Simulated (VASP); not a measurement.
```yaml
crystal:
  lattice:
    - [1.83992, -3.18684, 0.00000]
    - [1.83992, 3.18684, 0.00000]
    - [0.00000, 0.00000, 5.82716]
  atoms:
    - { symbol: Zr, position: [0.00000, 0.00000, 0.00000] }
    - { symbol: S, position: [0.33333, 0.66667, 0.24970] }
    - { symbol: S, position: [0.66667, 0.33333, 0.75030] }
```

The numbers are results of optB88-vdW, VASP's PBE PAW potentials (set 64) (plane waves; VASP), not measurements. Numerical set-up: 520 eV cut-off, 8×8×5 Γ-centred mesh, tetrahedra with Blöchl corrections, potentials Zr_sv S.

Problem. Predict the energy per atom (σ→0).

Solution. 
* **energy per atom (σ→0)**: -5.279 eV/atom

The compound is ZrS2 in the 1T layered structure. It was relaxed first.
